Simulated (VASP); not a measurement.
# GaSi2Ru2: the relaxed cell at several levels, part 4 of 4

Aim: relax GaSi2Ru2 with several functionals and dispersion schemes, and compare the cells. The cell is invented: it takes the structure of a Materials Project entry for GdSi2Ru2 (space group 139 there), with some of its atoms replaced by other elements, volume scaled by an estimate. It may not be a known or stable phase. LASPH is on for some levels and off for others; the table marks which.

VASP 6.6.1, plane waves and PAW; the level of theory is named at each step.

So far. Step 6 (Relaxation with PBEsol): It ends at 15.25 Å³/atom, -2.8 % from the start, with -0.02 GPa left. The conventional cell has a = 4.173 and c = 8.753 Å. Step 7 (Relaxation with r2SCAN): It ends at 15.41 Å³/atom, -1.8 % from the start, with 0.07 GPa left. The conventional cell has a = 4.190 and c = 8.777 Å.

### Step 8. Relaxation with PBE + D3(BJ)

This step: PBE with D3(BJ); plane waves and PAW (Ru_pv, Ga_d, Si); invented cell (VASP 6.6.1).

A dispersion term adds the long-range attraction that semilocal functionals lack. D3 with Becke-Johnson damping keeps a finite attraction at short range.

Contents of INCAR:

```
SYSTEM = GaSi2Ru2
PREC = Accurate
ENCUT = 520
EDIFF = 1E-06
NELM = 100
ISMEAR = -1
SIGMA = 0.05
LREAL = .FALSE.
ALGO = Normal
GGA = PE
IVDW = 12
NBANDS = 30
LORBIT = 11
LWAVE = .FALSE.
LCHARG = .FALSE.
KPAR = 2
IBRION = 2
NSW = 60
ISIF = 3
EDIFFG = -0.01
```

Contents of POSCAR:

```
GaSi2Ru2
1.0
   -2.1034812466      2.1034812466      4.4311849051
    2.1034812466     -2.1034812466      4.4311849051
    2.1034812466      2.1034812466     -4.4311849051
Ru Ga Si
2 1 2
Direct
    0.2500000000      0.7500000000      0.5000000000
    0.7500000000      0.2500000000      0.5000000000
    0.0000000000      0.0000000000      0.0000000000
    0.3713977861      0.3713977861      0.0000000000
    0.6286022139      0.6286022139      0.0000000000
```

Contents of KPOINTS:

```
Automatic mesh
0
Gamma
8 8 8
0 0 0
```

Potentials, in the order of the species: Ru_pv, Ga_d and Si (PBE family, release 64).

Run with:

```sh
> mpirun -np 2 vasp_std
```

The log of the run:

```text
[... set-up lines as in an earlier step ...]
 entering main loop
       N       E                     dE             d eps       ncg     rms          rms(c)
[... 14 cycles as in an earlier step ...]
   1 F= -.35474506E+02 E0= -.35461638E+02  d E =-.354745E+02
[... from here on, the cycles between the ionic steps are left out ...]
   2 F= -.35460633E+02 E0= -.35449720E+02  d E =0.138726E-01
   3 F= -.35503104E+02 E0= -.35491143E+02  d E =-.285976E-01
   4 F= -.35504383E+02 E0= -.35492932E+02  d E =-.127930E-02
   5 F= -.35504858E+02 E0= -.35493234E+02  d E =-.175450E-02
   6 F= -.35505141E+02 E0= -.35493608E+02  d E =-.283133E-03
   7 F= -.35505295E+02 E0= -.35493892E+02  d E =-.436538E-03
[...]
reached required accuracy - stopping structural energy minimisation
```

Elapsed: 6.8 min, on 2 MPI ranks of AMD EPYC 7R43, shared host; peak memory 0.63 GiB; 14 min of CPU time.

OUTCAR, selected parts (step 8):

```text
 Edisp (eV)   -2.26946

 Edisp (eV)   -2.26959

  Total       0.00135     0.00135     0.00255     0.00000     0.00000     0.00000
  in kB       0.02831     0.02831     0.05354     0.00000     0.00000     0.00000
  external pressure =        0.04 kB  Pullay stress =        0.00 kB

 POSITION                                       TOTAL-FORCE (eV/Angst)
 -----------------------------------------------------------------------------------
      2.09005      0.00000      2.18047        -0.000000     -0.000000     -0.000000
      0.00000      2.09005      2.18047        -0.000000     -0.000000     -0.000000
      0.00000      0.00000      0.00000        -0.000000     -0.000000     -0.000000
      0.00000      0.00000      3.23984         0.000000      0.000000     -0.000708
      0.00000      0.00000      5.48202        -0.000000     -0.000000      0.000708
 -----------------------------------------------------------------------------------
    total drift:                                0.000000     -0.000000     -0.000000

  FREE ENERGIE OF THE ION-ELECTRON SYSTEM (eV)
  ---------------------------------------------------
  free  energy   TOTEN  =       -35.5052946714 eV

  energy  without entropy=      -35.4824884140  energy(sigma->0) =      -35.49389154

[... 2 parts as in an earlier step ...]

[... 2 further parts left out ...]
[key lines of the parts left out:]
E-fermi :   9.2354
```

Dispersion corrections of this kind ignore metallic screening and tend to overbind metals.

It ends at 15.24 Å³/atom, -2.8 % from the start, with 0.00 GPa left. The conventional cell has a = 4.180 and c = 8.722 Å. Against plain PBE, the dispersion term moves a by -0.9 % and c by -1.4 %.

### Step 9. Relaxation with TPSS + D4

This step: TPSS with D4; plane waves and PAW (Ru_pv, Ga_d, Si); invented cell (VASP 6.6.1).

TPSS is an older meta-GGA. D4 lets the coefficients depend on atomic charges too.

INCAR, as its differences from that of step 8:

```diff
@@ -9,4 +9,5 @@
 ALGO = Normal
-GGA = PE
-IVDW = 12
+METAGGA = TPSS
+IVDW = 13
+LASPH = .TRUE.
 NBANDS = 30
```

POSCAR is that of step 8.

KPOINTS is that of step 8.

Run with:

```sh
> mpirun -np 2 vasp_std
```

The log of the run:

```text
[... set-up lines as in an earlier step ...]
 entering main loop
       N       E                     dE             d eps       ncg     rms          rms(c)
DAV:   1     0.660889328253E+03    0.66089E+03   -0.29937E+04  4122   0.282E+03
DAV:   2     0.524539927495E+02   -0.60844E+03   -0.59035E+03  4086   0.830E+02
DAV:   3    -0.201148373082E+02   -0.72569E+02   -0.67054E+02  4526   0.243E+02
DAV:   4    -0.251041623460E+02   -0.49893E+01   -0.47156E+01  4836   0.703E+01
[...]
DAV:  12    -0.671001081660E+02   -0.89797E-05   -0.20185E-04  4208   0.110E-01    0.256E-02
DAV:  13    -0.671001052158E+02    0.29502E-05   -0.39785E-05  4094   0.469E-02    0.108E-02
DAV:  14    -0.671001048554E+02    0.36032E-06   -0.32092E-06  3722   0.107E-02
   1 F= -.70215156E+02 E0= -.70202667E+02  d E =-.702152E+02
[...]
2 F= -.70114993E+02 E0= -.70106557E+02  d E =0.100164E+00
[...]
3 F= -.70338217E+02 E0= -.70327677E+02  d E =-.123061E+00
[...]
4 F= -.70338249E+02 E0= -.70327746E+02  d E =-.123093E+00
[...]
N       E                     dE             d eps       ncg     rms          rms(c)
DAV:   1    -0.671176707308E+02   -0.68879E-01   -0.22862E+00  3822   0.103E+01    0.174E+00
DAV:   2    -0.670571459388E+02    0.60525E-01   -0.34211E-01  3898   0.428E+00    0.128E+00
DAV:   3    -0.670419712084E+02    0.15175E-01   -0.51599E-02  4004   0.184E+00    0.492E-01
DAV:   4    -0.670381371759E+02    0.38340E-02   -0.13588E-02  4584   0.767E-01    0.118E-01
DAV:   5    -0.670381245674E+02    0.12609E-04   -0.10173E-03  4030   0.221E-01    0.754E-02
DAV:   6    -0.670381151802E+02    0.93872E-05   -0.82713E-05  5456   0.602E-02    0.303E-02
DAV:   7    -0.670381171224E+02   -0.19421E-05   -0.78572E-06  3842   0.205E-02    0.823E-03
DAV:   8    -0.670381172184E+02   -0.96062E-07   -0.66261E-07  2380   0.723E-03
 soft stop encountered!  aborting job ...
```

The job ended after 28 min (2 MPI ranks).

The run was stopped at its time limit, by a STOPCAR file.

By then 4 ionic steps had been finished.

More ranks or a longer limit would be the way on, or going on from the last geometry.

### Step 10. The cells as a table

This step: relaxed cells at several levels; plane waves and PAW; invented cell (VASP 6.6.1).

This step runs nothing: it gathers the runs above.

Lengths are those of the conventional cell; cost is the wall time of each run, as given at its step, times its ranks, without the set-up around it; LASPH differs between rows, which moves results and costs too. Results by level, by row:

```csv
level,volume (Å³/atom),change from the start (%),a (Å),c (Å),cost (core minutes),LASPH
PBE,15.73,0.3,4.218,8.842,9.87,off
LDA,15.01,-4.3,4.155,8.695,15.9,off
PBEsol,15.25,-2.8,4.173,8.753,15.9,off
r2SCAN,15.41,-1.8,4.19,8.777,51.6,on
PBE + D3(BJ),15.24,-2.8,4.18,8.722,13.5,off
```

### Step 11. What came out

| Item | Value |
| --- | --- |
| volume, PBE | 15.73 Å³/atom |
| volume, LDA | 15.01 Å³/atom |
| volume, PBEsol | 15.25 Å³/atom |
| volume, r2SCAN | 15.41 Å³/atom |
| volume, PBE + D3(BJ) | 15.24 Å³/atom |

For GaSi2Ru2 the levels give volumes between 15.01 Å³/atom (LDA) and 15.73 Å³/atom (PBE), a spread of 4.8 %, while the cost of the finished runs spans a factor of 5.2. The costs hold the number of ionic steps as well as the price of the functional. Adding D3(BJ) to PBE changes the volume by -3.1 % (a by -0.9 % and c by -1.4 %). Pairwise corrections of the D and TS kind ignore the screening in a metal, so they may overbind here. Within 0.02 Å all end in space group I4/mmm; the runs can't lower the symmetry of the start. LASPH is on for some levels and off for others, so differences between them are not the functional's alone. Not obtained: TPSS + D4, because the run hit its time limit. Each is a single relaxation on the plane waves of the start cell, so larger changes of volume carry a basis-set error that was not tested here. Zero-point and thermal expansion are not included. Nothing here tests the cell against competing phases.

[Lines on the potential files, build, host, timing and source positions are cut from VASP's logs without a mark.]

[Logs are printed without paths, hosts, clocks, repeated set-up lines and the standing remarks that a program may print on its own settings, such as how far it seeks lower states.]

[Hosts, paths, dates, database ids (printed as entryN), source tags and the programs' standing remarks are cut or masked in the printed files.]

[A measured line is paired with the nearest computed mode of its activity, which favours agreement.]
